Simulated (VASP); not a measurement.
Given:

```
CELL_PARAMETERS angstrom
      1.49797    -2.59455     0.00000
      1.49797     2.59455     0.00000
      0.00000     0.00000     3.16326
ATOMIC_POSITIONS crystal
  Ti 0.00000 0.00000 0.00000
  B  0.33333 0.66667 0.50000
  B  0.66667 0.33333 0.50000
```

Computed with LDA (Ceperley-Alder, Perdew-Zunger), VASP's LDA PAW potentials (set 64) (plane waves; VASP). Numerical set-up: 520 eV cut-off, 13×13×11 Γ-centred mesh, tetrahedra with Blöchl corrections, potentials Ti_sv B.

The cores are frozen, which limits the accuracy of field gradients.

Q: Give the principal components of the electric field gradient (V/Å²) and the asymmetry η at each nucleus.

A: 
```json
[
 {"atom": "Ti1", "Vxx": "-9.2", "Vyy": "-9.2", "Vzz": "18.4", "η": "0.00"},
 {"atom": "B2", "Vxx": "-2.3", "Vyy": "-2.3", "Vzz": "4.5", "η": "0.00"},
 {"atom": "B3", "Vxx": "-2.3", "Vyy": "-2.3", "Vzz": "4.5", "η": "0.00"}
]
```

The compound is TiB2 in the AlB2 type structure. It was relaxed first.
